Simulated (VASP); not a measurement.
# Nickel: how cutoff and mesh change the relaxed cell, part 2 of 2

Aim: test the relaxed volume of Nickel against cutoff and mesh. The starting structure is a measured crystal structure from the Crystallography Open Database. The first relaxation on each setting starts from this cell expanded by 3 % in volume.

VASP 6.6.1.

Results so far: reference 10.37 Å³ an atom; a cutoff of 270 eV 10.20 Å³ an atom; a 12×12×12 mesh 10.38 Å³ an atom.

### 5. Relaxation with a cutoff of 600 eV

Level of this step: PBEsol, spin-polarised from a ferromagnetic start (one magnetic atom a cell); plane waves and PAW (Ni) (VASP).

Against step 2 the input has ENCUT = 600. This run starts from the cell of an earlier relaxation, which isn't shown; the restart sets up the plane waves anew.

File INCAR:

```
SYSTEM = Ni
PREC = Accurate
ENCUT = 600
EDIFF = 1E-06
NELM = 100
ISMEAR = 1
SIGMA = 0.15
LREAL = .FALSE.
ALGO = Normal
GGA = PS
NBANDS = 11
ISPIN = 2
MAGMOM = 1
LMAXMIX = 4
LORBIT = 11
LWAVE = .FALSE.
LCHARG = .FALSE.
KPAR = 4
IBRION = 2
NSW = 50
ISIF = 3
EDIFFG = -0.006
```

File POSCAR:

```
Ni
1.0
    0.0000000000      1.7315691993      1.7315691993
    1.7315691993      0.0000000000      1.7315691993
    1.7315691993      1.7315691993      0.0000000000
Ni
1
Direct
    0.0000000000      0.0000000000      0.0000000000
```

File KPOINTS:

```
Automatic mesh
0
Gamma
22 22 22
0 0 0
```

PAW data sets: Ni (PBE family, release 64).

On the command line:

```bash
mpirun -np 4 vasp_std
```

The program printed:

```text
[... set-up lines as in an earlier step ...]
 entering main loop
       N       E                     dE             d eps       ncg     rms          rms(c)
DAV:   1     0.314869425714E+02    0.31487E+02   -0.51360E+03 14860   0.132E+03
DAV:   2    -0.624274617710E+01   -0.37730E+02   -0.35664E+02 14932   0.186E+02
DAV:   3    -0.733576443197E+01   -0.10930E+01   -0.10868E+01 16136   0.362E+01
DAV:   4    -0.734459095480E+01   -0.88265E-02   -0.88243E-02 16067   0.294E+00
[...]
DAV:  11    -0.613343962471E+01    0.53319E-04   -0.59643E-05 18267   0.642E-02    0.309E-02
DAV:  12    -0.613344131433E+01   -0.16896E-05   -0.19514E-06 10380   0.120E-02    0.105E-02
DAV:  13    -0.613344140654E+01   -0.92210E-07   -0.36697E-07  7883   0.692E-03
   1 F= -.61334414E+01 E0= -.61334329E+01  d E =-.613344E+01  mag=     0.6378
[...]
N       E                     dE             d eps       ncg     rms          rms(c)
DAV:   1    -0.613404750161E+01   -0.60619E-03   -0.87750E-03 17267   0.143E+00    0.210E-01
[...]
DAV:   3    -0.613344682537E+01    0.17708E-03   -0.12004E-03 17255   0.488E-01    0.333E-02
DAV:   4    -0.613343511206E+01    0.11713E-04   -0.74665E-06 16311   0.219E-02    0.191E-02
DAV:   5    -0.613343303136E+01    0.20807E-05   -0.34311E-06 11588   0.125E-02    0.346E-03
DAV:   6    -0.613343297575E+01    0.55606E-07   -0.22066E-07  7543   0.412E-03
   2 F= -.61334330E+01 E0= -.61334220E+01  d E =0.843078E-05  mag=     0.6374
 trial-energy change:    0.000008  1 .order    0.000006   -0.000024    0.000036
 step:   0.4015(harm=  0.4015)  dis= 0.00000  next Energy=    -6.133446 (dE=-0.481E-05)
[...]
N       E                     dE             d eps       ncg     rms          rms(c)
DAV:   1    -0.613366701883E+01   -0.23399E-03   -0.31437E-03 17186   0.855E-01    0.126E-01
DAV:   2    -0.613351265924E+01    0.15436E-03   -0.30012E-03 17585   0.729E-01    0.658E-02
DAV:   3    -0.613344896539E+01    0.63694E-04   -0.43424E-04 17252   0.294E-01    0.201E-02
DAV:   4    -0.613344454497E+01    0.44204E-05   -0.27491E-06 14713   0.133E-02    0.115E-02
DAV:   5    -0.613344379052E+01    0.75445E-06   -0.12403E-06  8230   0.753E-03
   3 F= -.61334438E+01 E0= -.61334345E+01  d E =-.238399E-05  mag=     0.6376
[...]
reached required accuracy - stopping structural energy minimisation
```

Elapsed: 17 s, on 4 MPI ranks of Intel Xeon 6975P-C (Granite Rapids), shared host; peak memory 0.73 GiB.

Parts of OUTCAR (step 5):

```text
  Total        0.0051890      0.0051890      0.0051890     -0.0000000      0.0000000      0.0000000
  in kB        0.8012587      0.8012587      0.8012587     -0.0000000      0.0000000      0.0000000
  external PRESSURE =       0.8012587 kB  Pullay stress =       0.0000000 kB

 POSITION                                       TOTAL-FORCE (eV/Angst)
 -----------------------------------------------------------------------------------
      0.00000      0.00000      0.00000         0.000000      0.000000      0.000000
 -----------------------------------------------------------------------------------
    total drift:                               -0.000000     -0.000000      0.000000

  FREE ENERGIE OF THE ION-ELECTRON SYSTEM (eV)
  ---------------------------------------------------
  free  energy   TOTEN  =        -6.1334437905 eV

  energy  without entropy=       -6.1334159468  energy(sigma->0) =       -6.13343451

[... 3 parts as in an earlier step ...]

[... 2 further parts left out ...]
[key lines of the parts left out:]
E-fermi :   9.8793
```

With a cutoff of 600 eV the cell ends at 10.376 Å³ an atom, +0.04 % from the reference.

### 6. Relaxation with a 30×30×30 mesh

Against step 2 the input has a 30×30×30 mesh. This run starts from the cell of an earlier relaxation, which isn't shown; the restart sets up the plane waves anew.

INCAR, as its differences from that of step 5:

```diff
@@ -2,3 +2,3 @@
 PREC = Accurate
-ENCUT = 600
+ENCUT = 450
 EDIFF = 1E-06
```

File POSCAR:

```
Ni
1.0
    0.0000000000      1.7306328866      1.7306328866
    1.7306328866      0.0000000000      1.7306328866
    1.7306328866      1.7306328866      0.0000000000
Ni
1
Direct
    0.0000000000      0.0000000000      0.0000000000
```

File KPOINTS:

```
Automatic mesh
0
Gamma
30 30 30
0 0 0
```

On the command line:

```bash
mpirun -np 4 vasp_std
```

The program printed:

```text
[... set-up lines as in an earlier step ...]
 entering main loop
       N       E                     dE             d eps       ncg     rms          rms(c)
DAV:   1     0.251746558813E+02    0.25175E+02   -0.42183E+03 34790   0.105E+03
DAV:   2    -0.653753358763E+01   -0.31712E+02   -0.29854E+02 34350   0.161E+02
DAV:   3    -0.733850408754E+01   -0.80097E+00   -0.79561E+00 37113   0.300E+01
DAV:   4    -0.734455607621E+01   -0.60520E-02   -0.60507E-02 36926   0.231E+00
[...]
DAV:  11    -0.613410027025E+01    0.23409E-04   -0.32442E-05 42869   0.474E-02    0.307E-02
DAV:  12    -0.613410212834E+01   -0.18581E-05   -0.20758E-06 22119   0.117E-02    0.642E-03
DAV:  13    -0.613410185562E+01    0.27272E-06   -0.17121E-07 17747   0.526E-03
   1 F= -.61341019E+01 E0= -.61340097E+01  d E =-.613410E+01  mag=     0.6121
[...]
N       E                     dE             d eps       ncg     rms          rms(c)
DAV:   1    -0.613428142952E+01   -0.17930E-03   -0.26153E-03 39562   0.772E-01    0.114E-01
DAV:   2    -0.613415639258E+01    0.12504E-03   -0.24872E-03 40387   0.659E-01    0.594E-02
DAV:   3    -0.613410274484E+01    0.53648E-04   -0.36337E-04 39589   0.266E-01    0.181E-02
DAV:   4    -0.613409919576E+01    0.35491E-05   -0.23349E-06 33662   0.114E-02    0.104E-02
DAV:   5    -0.613409862459E+01    0.57117E-06   -0.99715E-07 18261   0.657E-03
   2 F= -.61340986E+01 E0= -.61340088E+01  d E =0.323103E-05  mag=     0.6119
 trial-energy change:    0.000003  1 .order    0.000001   -0.000007    0.000010
 step:   0.4264(harm=  0.4264)  dis= 0.00000  next Energy=    -6.134103 (dE=-0.152E-05)
[...]
N       E                     dE             d eps       ncg     rms          rms(c)
DAV:   1    -0.613416427002E+01   -0.65074E-04   -0.86685E-04 39286   0.443E-01    0.661E-02
DAV:   2    -0.613412158060E+01    0.42689E-04   -0.83194E-04 40348   0.381E-01    0.346E-02
DAV:   3    -0.613410367476E+01    0.17906E-04   -0.12218E-04 39478   0.154E-01    0.106E-02
DAV:   4    -0.613410236580E+01    0.13090E-05   -0.73981E-07 21676   0.651E-03    0.596E-03
DAV:   5    -0.613410214413E+01    0.22167E-06   -0.36646E-07 16898   0.367E-03
   3 F= -.61341021E+01 E0= -.61340110E+01  d E =-.288515E-06  mag=     0.6120
[...]
reached required accuracy - stopping structural energy minimisation
```

Run time: 27 s. Hardware: 4 MPI ranks; peak memory 0.86 GiB.

From OUTCAR (step 6):

```text
  Total        0.0042238      0.0042238      0.0042238      0.0000000      0.0000000     -0.0000000
  in kB        0.6530634      0.6530634      0.6530634      0.0000000      0.0000000     -0.0000000
  external PRESSURE =       0.6530634 kB  Pullay stress =       0.0000000 kB

 POSITION                                       TOTAL-FORCE (eV/Angst)
 -----------------------------------------------------------------------------------
      0.00000      0.00000      0.00000         0.000000     -0.000000      0.000000
 -----------------------------------------------------------------------------------
    total drift:                                0.000000     -0.000000     -0.000000

  FREE ENERGIE OF THE ION-ELECTRON SYSTEM (eV)
  ---------------------------------------------------
  free  energy   TOTEN  =        -6.1341021441 eV

  energy  without entropy=       -6.1338287539  energy(sigma->0) =       -6.13401101

 magnetization (x)
# of ion       s       p       d       tot
------------------------------------------
    1       -0.006  -0.024   0.647   0.617

[... 1 part as in an earlier step ...]

[... 3 further parts left out ...]
[key lines of the parts left out:]
E-fermi :   9.8958
```

With a 30×30×30 mesh the cell ends at 10.362 Å³ an atom, -0.09 % from the reference.

### 7. The runs compared

```tsv
run	volume (Å³/atom)	change (%)	pressure left (GPa)	core minutes
reference	10.372	-	0.03	2.49
a cutoff of 270 eV	10.201	-1.64	-0.01	0.92
a 12×12×12 mesh	10.382	0.1	0.02	0.827
a cutoff of 600 eV	10.376	0.04	0.08	3.13
a 30×30×30 mesh	10.362	-0.09	0.07	4.67
```

Core minutes are wall time times ranks, summed over the relaxations behind a row (those for a bulk modulus apart), on shared hosts.

### 8. What came out

```yaml
volume_of_the_reference: 10.37 Å³/atom
volume_against_the_reference_a_cutoff_of_270_ev: -1.64 %
volume_against_the_reference_a_12x12x12_mesh: +0.10 %
volume_against_the_reference_a_cutoff_of_600_ev: +0.04 %
volume_against_the_reference_a_30x30x30_mesh: -0.09 %
```

What this shows: The volume moves most with a cutoff of 270 eV: -1.64 % against the reference (450 eV, 22×22×22 mesh). On finer settings it changes by +0.04 % with a cutoff of 600 eV and -0.09 % with a 30×30×30 mesh. The relaxations stop with up to 0.08 GPa left, which at a bulk modulus of 50 GPa, to name a scale, is 0.16 % of the volume. That understates it: a restart alone still moved the volume by up to 1.2 %. A cell that shrinks at the lower cutoff is the usual mark of Pulay stress, the error that a plane-wave basis makes when it is kept while the volume changes. Further runs on this material are not shown.

[Lines on the potential files, build, host, timing and source positions are cut from VASP's logs without a mark.]

[Logs are printed without paths, hosts, clocks, repeated set-up lines and the standing remarks that a program may print on its own settings, such as how far it seeks lower states.]

[Hosts, paths, dates, database ids (printed as entryN), source tags and the programs' standing remarks are cut or masked in the printed files.]
